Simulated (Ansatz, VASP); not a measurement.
**KMgH3 in VASP and in Ansatz**

INCAR

```
  PREC = Accurate
  ENCUT = 520
  EDIFF = 1E-6
  ISMEAR = 0
  SIGMA = 0.05
  LREAL = F
  LASPH = T
  NELM = 100
  ALGO = Fast
  ISIF = 2
  LWAVE = F
  LCHARG = T
  LELF = T
  LVHAR = T
  NBANDS = 15
```

Contents of KPOINTS:

```
regular mesh
0
Gamma
  8 8 8
```

POSCAR

```
KMgH3
1.0
    4.1256250000      0.0000000000      0.0000000000
    0.0000000000      4.1256250000      0.0000000000
    0.0000000000      0.0000000000      3.9243750000
K Mg H
1 1 3
Direct
    0.0000000000      0.0000000000      0.0000000000
    0.5000000000      0.5000000000      0.5000000000
    0.0000000000      0.5000000000      0.5000000000
    0.5000000000      0.0000000000      0.5000000000
    0.5000000000      0.5000000000      0.0000000000
```

Input for Ansatz:

```yaml
crystal:
  lattice:
    - [4.125625, 0.0, 0.0]
    - [0.0, 4.125625, 0.0]
    - [0.0, 0.0, 3.924375]
  atoms:
    - { symbol: K, position: [0.0, 0.0, 0.0] }
    - { symbol: Mg, position: [0.5, 0.5, 0.5] }
    - { symbol: H, position: [0.0, 0.5, 0.5] }
    - { symbol: H, position: [0.5, 0.0, 0.5] }
    - { symbol: H, position: [0.5, 0.5, 0.0] }
basis:
  ecutwfc: 420
kpoints:
  mp_grid: { grid: [8, 8, 8] }
hamiltonian:
  xc: lda
scf:
  occupations: { method: gaussian, width: 0.05 }
output:
  forces: true
  stress: true
  eigenvalues: true
```

Change from the starting cell: strain +0.025 along x and y, -0.025 along z, atoms carried along.

Alike in both runs: task single point; functional LDA; k mesh 8 × 8 × 8; occupations gaussian, width 0.05 eV; no spin polarisation.

```csv
,VASP,Ansatz
version,VASP 6.6.1,Ansatz 0.2.0
potentials or method,"VASP PAW LDA potentials, release 64 (K_sv, Mg, H)","scalar-relativistic, plane waves, PAW"
plane-wave cutoff (eV),520,420
valence electrons in the cell,14,22
```

VASP gave:

* gap on the k mesh at the Fermi level (eV): 1.99
* least direct gap on the mesh (eV): 4.05
* pressure (GPa): -3.8
* largest component of the traceless stress (GPa): 1.46

Q: What did Ansatz give for the same quantities?

A: gap on the k mesh at the Fermi level (eV): 1.99; least direct gap on the mesh (eV): 4.05; pressure (GPa): -3.5; largest component of the traceless stress (GPa): 1.45.

The two sets of potentials don't hold the same shells in valence.

A k mesh can miss the band edges.
